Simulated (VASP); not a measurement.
# Sr2MnSi2O7: structure and properties in VASP

What structure and properties does LDA + U give Sr2MnSi2O7, and how near are they to the measured ones? The steps: relaxing cell and atoms (LDA + U), second relaxation, single point with fields (LDA + U), band structure (LDA + U), density of states (LDA + U), field gradients at the nuclei (LDA + U), volume scan with LDA + U, fit for LDA + U and ionic relaxation at fixed cell (LDA + U), changed input. The start is a cell from a database of measured crystal structures.

Program: VASP 6.6.1. Level of theory: LDA, DFT+U (Mn d 3 eV), spin-polarised from a ferromagnetic start; plane waves and PAW (Sr_sv, Mn_pv, Si, O). Results are calculated unless marked as measured.

**What experiment says.**

“Magnetic structure of the noncentrosymmetric magnet Sr2MnSi2O7 through irreducible representation and magnetic space group analyses” (2024, arxiv:2410.04042) reports for Sr2MnSi2O7, melilite, tetragonal, by neutron powder diffraction, Rietveld (solid-state synthesised polycrystal, 10 K): lattice constant a (a = b, paramagnetic phase) 8.1215 ± 0.0002 Å; lattice constant c (c, paramagnetic phase) 5.1487 ± 0.0001 Å.

## Step 1: Starting point

Before any relaxation, the start is as follows. Symmetry: P-42_1m, No. 113, tetragonal system. Conventional cell: a = 8.132 Å, b = 8.132 Å, c = 5.159 Å, α = 90.00°, β = 90.00°, γ = 90.00°. Nearest to Sr lie 8 O at 2.57 to 2.82 Å. Nearest to Mn lie 4 O at 2.04 Å. Nearest to Si lie 4 O at 1.58 to 1.62 Å. O has 2 Si at 1.62 Å and 2 Sr at 2.69 Å nearest. Nearest to O lie 1 Si at 1.58 Å and 3 Sr at 2.58 to 2.82 Å. Nearest to O lie 1 Si at 1.60 Å and 1 Mn at 2.04 Å and 2 Sr at 2.57 to 2.74 Å. Farther neighbours and most contacts between anions are not listed.

## Step 2: Relaxing cell and atoms (LDA + U)

Properties are meant for the cell that this level of theory prefers, so cell and atoms are relaxed first (ISIF = 3) until forces and stress are small; EDIFFG sets the threshold. LDA, the lowest rung, knows the local density alone. A Hubbard U penalises fractional filling of the localised shell, which semilocal functionals favour.

Input file INCAR:

```
SYSTEM = Sr2MnSi2O7
PREC = Accurate
ENCUT = 520
EDIFF = 1E-06
NELM = 100
ISMEAR = 0
SIGMA = 0.05
LREAL = Auto
ALGO = Fast
GGA = CA
NBANDS = 124
ISPIN = 2
MAGMOM = 0 0 0 0 4 4 0 0 0 0 0 0 0 0 0 0 0 0 0 0 0 0 0 0
LDAU = .TRUE.
LDAUTYPE = 2
LDAUL = -1 2 -1 -1
LDAUU = 0 3 0 0
LDAUJ = 0 0 0 0
LDAUPRINT = 1
LASPH = .TRUE.
LMAXMIX = 4
LORBIT = 11
LWAVE = .FALSE.
LCHARG = .FALSE.
KPAR = 4
NCORE = 2
IBRION = 2
NSW = 60
ISIF = 3
EDIFFG = -0.01
```

Input file POSCAR:

```
Sr2MnSi2O7
1.0
    8.1315000000      0.0000000000      0.0000000000
    0.0000000000      8.1315000000      0.0000000000
    0.0000000000      0.0000000000      5.1588700000
Sr Mn Si O
4 2 4 14
Direct
    0.3332600000      0.1667400000      0.5069000000
    0.1667400000      0.6667400000      0.4931000000
    0.6667400000      0.8332600000      0.5069000000
    0.8332600000      0.3332600000      0.4931000000
    0.0000000000      0.0000000000      0.0000000000
    0.5000000000      0.5000000000      0.0000000000
    0.1362000000      0.3638000000      0.9399000000
    0.3638000000      0.8638000000      0.0601000000
    0.8638000000      0.6362000000      0.9399000000
    0.6362000000      0.1362000000      0.0601000000
    0.5000000000      0.0000000000      0.1420000000
    0.0000000000      0.5000000000      0.8580000000
    0.1420000000      0.3580000000      0.2453000000
    0.3580000000      0.8580000000      0.7547000000
    0.8580000000      0.6420000000      0.2453000000
    0.6420000000      0.1420000000      0.7547000000
    0.0767000000      0.2007000000      0.7940000000
    0.2007000000      0.9233000000      0.2060000000
    0.9233000000      0.7993000000      0.7940000000
    0.7993000000      0.0767000000      0.2060000000
    0.5767000000      0.2993000000      0.2060000000
    0.7007000000      0.5767000000      0.7940000000
    0.4233000000      0.7007000000      0.2060000000
    0.2993000000      0.4233000000      0.7940000000
```

Input file KPOINTS:

```
Automatic mesh
0
Gamma
3 3 5
0 0 0
```

Potentials, in the order of the species: Sr_sv, Mn_pv, Si and O (LDA family, release 64).

The run is started by

```
mpirun -np 8 vasp_std
```

The log of the run:

```text
[banner, memory and clock lines left out]
running    8 mpi-ranks, on    1 nodes
 distrk:  each k-point on    2 cores,    4 groups
 distr:  one band on    2 cores,    1 groups

 POSCAR found type information on POSCAR SrMnSiO
 POSCAR found :  4 types and      24 ions
 LDA part: xc-table for (Slater(with rela. corr.)+CA(PZ))
 , standard interpolation
 POSCAR, INCAR and KPOINTS ok, starting setup
 FFT: planning ... GRIDC
 FFT: planning ... GRID_SOFT
 FFT: planning ... GRID
 WAVECAR not read
 entering main loop
       N       E                     dE             d eps       ncg     rms          rms(c)
DAV:   1     0.134677139622E+04    0.13468E+04   -0.84749E+04  4608   0.132E+03
DAV:   2    -0.890881171389E+02   -0.14359E+04   -0.13573E+04  4876   0.350E+02
DAV:   3    -0.217244621382E+03   -0.12816E+03   -0.12639E+03  5780   0.111E+02
DAV:   4    -0.221549104358E+03   -0.43045E+01   -0.42660E+01  6576   0.177E+01
DAV:   5    -0.221747540651E+03   -0.19844E+00   -0.19812E+00  6664   0.312E+00    0.468E+01
RMM:   6    -0.195881848665E+03    0.25866E+02   -0.10742E+02  4633   0.255E+01    0.383E+01
RMM:   7    -0.195837156887E+03    0.44692E-01   -0.13180E+01  4674   0.994E+00    0.263E+01
RMM:   8    -0.195774819199E+03    0.62338E-01   -0.22280E+00  5629   0.332E+00    0.145E+01
RMM:   9    -0.195550717737E+03    0.22410E+00   -0.10374E+00  4765   0.308E+00    0.413E+00
RMM:  10    -0.195543430799E+03    0.72869E-02   -0.21088E-01  5612   0.148E+00    0.105E+00
RMM:  11    -0.195556907110E+03   -0.13476E-01   -0.87289E-02  6565   0.667E-01    0.542E-01
RMM:  12    -0.195559951282E+03   -0.30442E-02   -0.38071E-02  6822   0.394E-01    0.376E-01
RMM:  13    -0.195562406364E+03   -0.24551E-02   -0.23871E-02  6992   0.279E-01    0.143E-01
RMM:  14    -0.195563719132E+03   -0.13128E-02   -0.13118E-02  7031   0.214E-01    0.815E-02
RMM:  15    -0.195564911713E+03   -0.11926E-02   -0.11780E-02  7161   0.177E-01    0.450E-02
RMM:  16    -0.195565548078E+03   -0.63637E-03   -0.61756E-03  7197   0.141E-01    0.400E-02
RMM:  17    -0.195566152922E+03   -0.60484E-03   -0.61006E-03  7109   0.122E-01    0.284E-02
RMM:  18    -0.195566494348E+03   -0.34143E-03   -0.33600E-03  7148   0.987E-02    0.128E-02
RMM:  19    -0.195566819423E+03   -0.32507E-03   -0.32539E-03  7135   0.839E-02    0.167E-02
RMM:  20    -0.195567010842E+03   -0.19142E-03   -0.18928E-03  6881   0.690E-02    0.977E-03
RMM:  21    -0.195567188182E+03   -0.17734E-03   -0.17937E-03  6705   0.585E-02    0.156E-02
WARNING in EDDRMM: call to ZHEGV failed, returncode =   6  3     68
RMM:  22    -0.195567301546E+03   -0.11336E-03   -0.11249E-03  6641   0.494E-02    0.235E-02
WARNING in EDDRMM: call to ZHEGV failed, returncode =   6  3     46
WARNING in EDDRMM: call to ZHEGV failed, returncode =   8  4     50
RMM:  23    -0.195567411591E+03   -0.11004E-03   -0.11314E-03  6487   0.421E-02    0.280E-02
RMM:  24    -0.195567478900E+03   -0.67309E-04   -0.68433E-04  6221   0.350E-02    0.286E-02
WARNING in EDDRMM: call to ZHEGV failed, returncode =   6  3     64
WARNING in EDDRMM: call to ZHEGV failed, returncode =   6  3     56
RMM:  25    -0.195567541732E+03   -0.62833E-04   -0.65215E-04  5874   0.306E-02    0.336E-02
WARNING in EDDRMM: call to ZHEGV failed, returncode =   6  3     43
WARNING in EDDRMM: call to ZHEGV failed, returncode =   8  4     39
WARNING in EDDRMM: call to ZHEGV failed, returncode =   6  3     46
RMM:  26    -0.195567592745E+03   -0.51013E-04   -0.50792E-04  5663   0.260E-02    0.386E-02
WARNING in EDDRMM: call to ZHEGV failed, returncode =   6  3     50
WARNING in EDDRMM: call to ZHEGV failed, returncode =   6  3     50
RMM:  27    -0.195567631728E+03   -0.38983E-04   -0.40103E-04  5334   0.222E-02    0.424E-02
RMM:  28    -0.195567665229E+03   -0.33501E-04   -0.35382E-04  5008   0.187E-02    0.418E-02
RMM:  29    -0.195567689912E+03   -0.24683E-04   -0.25752E-04  4666   0.161E-02    0.441E-02
WARNING in EDDRMM: call to ZHEGV failed, returncode =   6  3     47
RMM:  30    -0.195567719041E+03   -0.29129E-04   -0.30231E-04  4385   0.137E-02    0.445E-02
RMM:  31    -0.195567736000E+03   -0.16958E-04   -0.16132E-04  4120   0.119E-02    0.464E-02
RMM:  32    -0.195567747746E+03   -0.11746E-04   -0.12481E-04  3730   0.102E-02    0.468E-02
WARNING in EDDRMM: call to ZHEGV failed, returncode =   6  3     57
WARNING in EDDRMM: call to ZHEGV failed, returncode =   8  4     70
RMM:  33    -0.195567756811E+03   -0.90657E-05   -0.96581E-05  3514   0.901E-03    0.480E-02
RMM:  34    -0.195567763861E+03   -0.70493E-05   -0.80747E-05  3421   0.804E-03    0.477E-02
RMM:  35    -0.195567770684E+03   -0.68236E-05   -0.75989E-05  3382   0.732E-03    0.478E-02
WARNING in EDDRMM: call to ZHEGV failed, returncode =   6  3     72
WARNING in EDDRMM: call to ZHEGV failed, returncode =   6  3     65
WARNING in EDDRMM: call to ZHEGV failed, returncode =   6  3     76
RMM:  36    -0.195567774708E+03   -0.40237E-05   -0.60497E-05  3647   0.709E-03    0.449E-02
RMM:  37    -0.195567776673E+03   -0.19649E-05   -0.56729E-05  3639   0.768E-03    0.396E-02
RMM:  38    -0.195567777314E+03   -0.64125E-06   -0.45058E-05  3762   0.826E-03    0.355E-02
RMM:  39    -0.195567779535E+03   -0.22211E-05   -0.45895E-05  3716   0.777E-03    0.367E-02
RMM:  40    -0.195567782353E+03   -0.28180E-05   -0.36241E-05  3361   0.540E-03    0.385E-02
RMM:  41    -0.195567785141E+03   -0.27874E-05   -0.31690E-05  2715   0.411E-03    0.380E-02
RMM:  42    -0.195567787823E+03   -0.26828E-05   -0.30231E-05  2588   0.372E-03    0.388E-02
RMM:  43    -0.195567789950E+03   -0.21266E-05   -0.25905E-05  3083   0.416E-03    0.403E-02
RMM:  44    -0.195567792466E+03   -0.25157E-05   -0.28321E-05  3116   0.377E-03    0.425E-02
RMM:  45    -0.195567794176E+03   -0.17104E-05   -0.18711E-05  2991   0.358E-03    0.447E-02
RMM:  46    -0.195567795760E+03   -0.15836E-05   -0.16875E-05  3096   0.342E-03    0.478E-02
RMM:  47    -0.195567797332E+03   -0.15727E-05   -0.15147E-05  2984   0.347E-03    0.515E-02
RMM:  48    -0.195567798879E+03   -0.15466E-05   -0.15088E-05  2934   0.297E-03    0.545E-02
RMM:  49    -0.195567799938E+03   -0.10587E-05   -0.11728E-05  2187   0.221E-03    0.546E-02
RMM:  50    -0.195567800901E+03   -0.96352E-06   -0.11544E-05  1938   0.201E-03    0.542E-02
RMM:  51    -0.195567801476E+03   -0.57481E-06   -0.93019E-06  2407   0.223E-03
   1 F= -.19556780E+03 E0= -.19556780E+03  d E =-.195568E+03  mag=    10.0000
 curvature:   0.00 expect dE= 0.000E+00 dE for cont linesearch  0.000E+00
 trial: gam= 0.00000 g(F)=  0.153E+01 g(S)=  0.191E-01 ort = 0.000E+00 (trialstep = 0.100E+01)
 search vector abs. value=  0.155E+01
 bond charge predicted
[...]
WARNING in EDDRMM: call to ZHEGV failed, returncode =   6  3     67
[...]
WARNING in EDDRMM: call to ZHEGV failed, returncode =   8  4     65
[... from here on, the cycles between the ionic steps are left out ...]
   3 F= -.19594741E+03 E0= -.19594741E+03  d E =-.379611E+00  mag=    10.0000
[...]
WARNING in EDDRMM: call to ZHEGV failed, returncode =   8  4     43
WARNING in EDDRMM: call to ZHEGV failed, returncode =   8  4     39
[...]
WARNING in EDDRMM: call to ZHEGV failed, returncode =   6  3     63
[...]
WARNING in EDDRMM: call to ZHEGV failed, returncode =   6  3     38
WARNING in EDDRMM: call to ZHEGV failed, returncode =   6  3     62
[...]
WARNING in EDDRMM: call to ZHEGV failed, returncode =   6  3     58
WARNING in EDDRMM: call to ZHEGV failed, returncode =   6  3     85
[...]
WARNING in EDDRMM: call to ZHEGV failed, returncode =   8  4     58
[...]
WARNING in EDDRMM: call to ZHEGV failed, returncode =   6  3     56
   4 F= -.19616814E+03 E0= -.19616814E+03  d E =-.220728E+00  mag=    10.0000
[...]
WARNING in EDDRMM: call to ZHEGV failed, returncode =   6  3     44
[...]
WARNING in EDDRMM: call to ZHEGV failed, returncode =   6  3     56
[...]
WARNING in EDDRMM: call to ZHEGV failed, returncode =   6  3     76
WARNING in EDDRMM: call to ZHEGV failed, returncode =   8  4     78
   5 F= -.19617473E+03 E0= -.19617473E+03  d E =-.227320E+00  mag=    10.0000
[...]
WARNING in EDDRMM: call to ZHEGV failed, returncode =   6  3     55
[...]
WARNING in EDDRMM: call to ZHEGV failed, returncode =   6  3     74
WARNING in EDDRMM: call to ZHEGV failed, returncode =   6  3     45
[...]
WARNING in EDDRMM: call to ZHEGV failed, returncode =   6  3     73
[...]
WARNING in EDDRMM: call to ZHEGV failed, returncode =   6  3     51
[...]
WARNING in EDDRMM: call to ZHEGV failed, returncode =   6  3     45
[...]
WARNING in EDDRMM: call to ZHEGV failed, returncode =   6  3     42
   6 F= -.19618728E+03 E0= -.19618728E+03  d E =-.125474E-01  mag=    10.0000
[...]
WARNING in EDDRMM: call to ZHEGV failed, returncode =   6  3     46
WARNING in EDDRMM: call to ZHEGV failed, returncode =   6  3     77
[...]
WARNING in EDDRMM: call to ZHEGV failed, returncode =   6  3     57
WARNING in EDDRMM: call to ZHEGV failed, returncode =   6  3     72
   7 F= -.19619673E+03 E0= -.19619673E+03  d E =-.220013E-01  mag=    10.0000
[...]
WARNING in EDDRMM: call to ZHEGV failed, returncode =   8  4     39
[...]
WARNING in EDDRMM: call to ZHEGV failed, returncode =   6  3     46
WARNING in EDDRMM: call to ZHEGV failed, returncode =   6  3     72
[...]
WARNING in EDDRMM: call to ZHEGV failed, returncode =   6  3     48
WARNING in EDDRMM: call to ZHEGV failed, returncode =   6  3     43
WARNING in EDDRMM: call to ZHEGV failed, returncode =   6  3     74
[...]
WARNING in EDDRMM: call to ZHEGV failed, returncode =   6  3     63
[...]
WARNING in EDDRMM: call to ZHEGV failed, returncode =   6  3     67
[...]
WARNING in EDDRMM: call to ZHEGV failed, returncode =   6  3     49
[...]
WARNING in EDDRMM: call to ZHEGV failed, returncode =   6  3     85
WARNING in EDDRMM: call to ZHEGV failed, returncode =   8  4     53
[...]
WARNING in EDDRMM: call to ZHEGV failed, returncode =   6  3     57
   8 F= -.19621213E+03 E0= -.19621213E+03  d E =-.153932E-01  mag=    10.0000
   9 F= -.19621236E+03 E0= -.19621236E+03  d E =-.156245E-01  mag=    10.0000
[...]
WARNING in EDDRMM: call to ZHEGV failed, returncode =   6  3     50
[...]
WARNING in EDDRMM: call to ZHEGV failed, returncode =   6  3     47
[...]
WARNING in EDDRMM: call to ZHEGV failed, returncode =   6  3     54
[...]
WARNING in EDDRMM: call to ZHEGV failed, returncode =   6  3     49
WARNING in EDDRMM: call to ZHEGV failed, returncode =   6  3     71
  10 F= -.19622689E+03 E0= -.19622689E+03  d E =-.145299E-01  mag=    10.0000
[...]
WARNING in EDDRMM: call to ZHEGV failed, returncode =   6  3     48
[...]
WARNING in EDDRMM: call to ZHEGV failed, returncode =   8  4     74
  11 F= -.19622795E+03 E0= -.19622795E+03  d E =-.155904E-01  mag=    10.0000
[...]
WARNING in EDDRMM: call to ZHEGV failed, returncode =   6  3     84
WARNING in EDDRMM: call to ZHEGV failed, returncode =   8  4     71
[...]
WARNING in EDDRMM: call to ZHEGV failed, returncode =   6  3     78
WARNING in EDDRMM: call to ZHEGV failed, returncode =   6  3     44
[...]
WARNING in EDDRMM: call to ZHEGV failed, returncode =   6  3     42
WARNING in EDDRMM: call to ZHEGV failed, returncode =   6  3     51
  12 F= -.19623094E+03 E0= -.19623094E+03  d E =-.298965E-02  mag=    10.0000
  13 F= -.19623125E+03 E0= -.19623125E+03  d E =-.329947E-02  mag=    10.0000
[...]
WARNING in EDDRMM: call to ZHEGV failed, returncode =   6  3     65
WARNING in EDDRMM: call to ZHEGV failed, returncode =   6  3     68
[...]
WARNING in EDDRMM: call to ZHEGV failed, returncode =   8  4     71
  14 F= -.19623259E+03 E0= -.19623259E+03  d E =-.134574E-02  mag=    10.0000
  15 F= -.19623269E+03 E0= -.19623269E+03  d E =-.144444E-02  mag=    10.0000
[...]
WARNING in EDDRMM: call to ZHEGV failed, returncode =   6  3     60
  16 F= -.19623390E+03 E0= -.19623390E+03  d E =-.120910E-02  mag=    10.0000
[...]
WARNING in EDDRMM: call to ZHEGV failed, returncode =   8  4     76
[...]
WARNING in EDDRMM: call to ZHEGV failed, returncode =   6  3     69
  17 F= -.19623440E+03 E0= -.19623440E+03  d E =-.170989E-02  mag=    10.0000
[...]
WARNING in EDDRMM: call to ZHEGV failed, returncode =   6  3     60
[...]
WARNING in EDDRMM: call to ZHEGV failed, returncode =   6  3     68
  18 F= -.19623508E+03 E0= -.19623508E+03  d E =-.674687E-03  mag=    10.0000
[...]
WARNING in EDDRMM: call to ZHEGV failed, returncode =   6  3     77
  19 F= -.19623519E+03 E0= -.19623519E+03  d E =-.790606E-03  mag=    10.0000
  20 F= -.19623520E+03 E0= -.19623520E+03  d E =-.794645E-03  mag=    10.0000
  21 F= -.19623530E+03 E0= -.19623530E+03  d E =-.104368E-03  mag=    10.0000
[...]
WARNING in EDDRMM: call to ZHEGV failed, returncode =   6  3     75
  22 F= -.19623547E+03 E0= -.19623547E+03  d E =-.275208E-03  mag=    10.0000
[...]
WARNING in EDDRMM: call to ZHEGV failed, returncode =   6  3     71
  23 F= -.19623549E+03 E0= -.19623549E+03  d E =-.290435E-03  mag=    10.0000
 curvature:  -1.58 expect dE=-0.480E-03 dE for cont linesearch -0.212E-05
 trial: gam= 0.61938 g(F)=  0.274E-03 g(S)=  0.304E-04 ort = 0.349E-04 (trialstep = 0.523E+00)
 search vector abs. value=  0.696E-03
 bond charge predicted
       N       E                     dE             d eps       ncg     rms          rms(c)
DAV:   1    -0.196235561306E+03   -0.73073E-04   -0.21089E-02  4536   0.420E-01    0.467E-02
RMM:   2    -0.196235594878E+03   -0.33572E-04   -0.49448E-04  4465   0.635E-02    0.260E-02
RMM:   3    -0.196235595299E+03   -0.42139E-06   -0.40749E-05  4898   0.197E-02    0.165E-02
RMM:   4    -0.196235594124E+03    0.11750E-05   -0.72379E-06  4857   0.775E-03    0.998E-03
RMM:   5    -0.196235593658E+03    0.46605E-06   -0.32115E-06  4118   0.469E-03
  24 F= -.19623559E+03 E0= -.19623559E+03  d E =-.105878E-03  mag=    10.0000
 trial-energy change:   -0.000106  1 .order   -0.000105   -0.000171   -0.000039
 step:   0.6801(harm=  0.6801)  dis= 0.00117  next Energy=  -196.235599 (dE=-0.111E-03)
 reached required accuracy - stopping structural energy minimisation
```

It took 23 min on 8 MPI ranks of Intel Xeon 6975P-C (Granite Rapids), shared host; peak memory 3.6 GiB.

The logs omit lines about the potential files and the build; timing stands in the text.

(Part 1 of 14 ends here.)

[Lines on the potential files, build, host, timing and source positions are cut from VASP's logs without a mark.]

[Logs are printed without paths, hosts, clocks, repeated set-up lines and the standing remarks that a program may print on its own settings, such as how far it seeks lower states.]

[Hosts, paths, dates, database ids (printed as entryN), source tags and the programs' standing remarks are cut or masked in the printed files.]

[A measured line is paired with the nearest computed mode of its activity, which favours agreement.]
